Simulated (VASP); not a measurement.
All values below come from r2SCAN meta-GGA, VASP's PBE PAW potentials (set 64) (plane waves; VASP 6.6.1).

Input for VASP

**KPOINTS**
```
Automatic
0
G
 10 10 6
0 0 0
```

### POSCAR
```
Dy
1.0
  1.8198851606  -3.1521333543   0.0000000000
  1.8198851606   3.1521333543   0.0000000000
  0.0000000000   0.0000000000   5.5712969554
Dy
2
Direct
  0.3333330000   0.6666670000   0.2500000000
  0.6666670000   0.3333330000   0.7500000000
```

**INCAR**
```
EDIFFG = -0.001   ! ionic stop
LMIXTAU = T
LASPH = T
ISMEAR = 1   ! Methfessel-Paxton
METAGGA = R2SCAN
SIGMA = 0.1   ! width (eV)
SYSTEM = Dy
LMAXMIX = 6   ! l cut-off of mixed one-centre charges
NELM = 100   ! most electronic steps
ALGO = Normal   ! blocked Davidson
PREC = Accurate
LCHARG = F
EDIFF = 1E-8   ! SCF stop (eV)
ENCUT = 400   ! plane-wave cut-off (eV)
ISIF = 2   ! forces and stress, cell fixed
NSW = 30   ! most ionic steps
IBRION = 1
LREAL = F   ! projection in real space or not
LWAVE = F
```

POTCAR, in this order: Dy_3 (PBE.64 set). Program: vasp_std.

The 4f electrons are frozen in the core of the lanthanide potential, so 4f levels, which can set the real gap, and their magnetism are missing.

Predict the energy per atom (σ→0), band gap (on the k-mesh).

```yaml
energy per atom (σ→0): -31.977 eV/atom
band gap (on the k-mesh): none (metal, semimetal or under 0.01 eV)
```

### OSZICAR
```
...
DAV:  26    -0.639528457937E+02    0.82103E-06   -0.93350E-08  1566   0.319E-03    0.411E-03
DAV:  27    -0.639528423396E+02    0.34541E-05   -0.82680E-08  1531   0.278E-03    0.109E-03
DAV:  28    -0.639528420232E+02    0.31647E-06   -0.15019E-08   888   0.138E-03    0.520E-04
DAV:  29    -0.639528421545E+02   -0.13135E-06   -0.15006E-09   823   0.565E-04    0.212E-04
DAV:  30    -0.639528421003E+02    0.54248E-07   -0.10830E-09   818   0.452E-04    0.157E-04
DAV:  31    -0.639528417782E+02    0.32206E-06   -0.22053E-09   818   0.533E-04    0.442E-05
DAV:  32    -0.639528417707E+02    0.75506E-08   -0.28183E-10   803   0.223E-04
   1 F= -.63952842E+02 E0= -.63953649E+02  d E =-.639528E+02
```

The compound is Dy in the hcp structure. It was relaxed first. The start is the result of an earlier pass.
